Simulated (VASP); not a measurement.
An input for Ansatz (written as the equivalent of a VASP run, and not itself run):

Ansatz 0.2 input:
```yaml
crystal:
  lattice:
    - [1.9764234, -3.4232658, 0.0000000]
    - [1.9764234, 3.4232658, 0.0000000]
    - [0.0000000, 0.0000000, 5.1200795]
  atoms:
    - { symbol: Se, position: [0.0000000, 0.2556381, 0.6666670] }
    - { symbol: Se, position: [0.7443619, 0.7443619, 1.0000000] }
    - { symbol: Se, position: [0.2556381, 0.0000000, 0.3333330] }
kpoints:
  mp_grid: { grid: [9, 9, 6] }
hamiltonian:
  xc: lda
  pseudopotentials: { kind: paw }
scf:
  occupations: { method: tetrahedron }
  max_iter: 100
output: { forces: true, stress: true, eigenvalues: true }
```

### Question
Write the VASP files for the same calculation (LDA).

### Answer
Several could match; the one computed here: 
File POSCAR:
```
Se
1
    1.9764234430    -3.4232658101    -0.0000000000
    1.9764234430     3.4232658101     0.0000000000
    0.0000000000     0.0000000000     5.1200794958
Se
3
Direct
  0.0000000000   0.2556381205   0.6666670000
  0.7443618795   0.7443618795   1.0000000000
  0.2556381205   0.0000000000   0.3333330000
```

**INCAR**
```
ALGO = Normal
EDIFF = 1E-7
ENCUT = 520
ISIF = 2
ISMEAR = -5
LASPH = .True.
LCHARG = .True.
LMAXMIX = 4
LORBIT = 11
LREAL = .False.
LWAVE = .False.
NEDOS = 601
NELM = 100
PREC = Accurate
SYSTEM = Se
```

### KPOINTS
```
Regular mesh
0
G
  9 9 6
```

POTCAR, in this order: Se (LDA.64 set). Program: vasp_std.

Limits of the translation: each code has its own PAW files, so the cut-off isn't converted (ENCUT is set for VASP's; basis.ecutwfc is left out, and Ansatz then takes the one that its files recommend); Ansatz stops its SCF on the density residual and VASP on the energy change (EDIFF); Ansatz's lda is the Perdew-Wang form, while the LDA potentials of VASP carry Perdew-Zunger's.

The compound is Se in the trig structure. It was relaxed first, which changed the volume by -15 %.
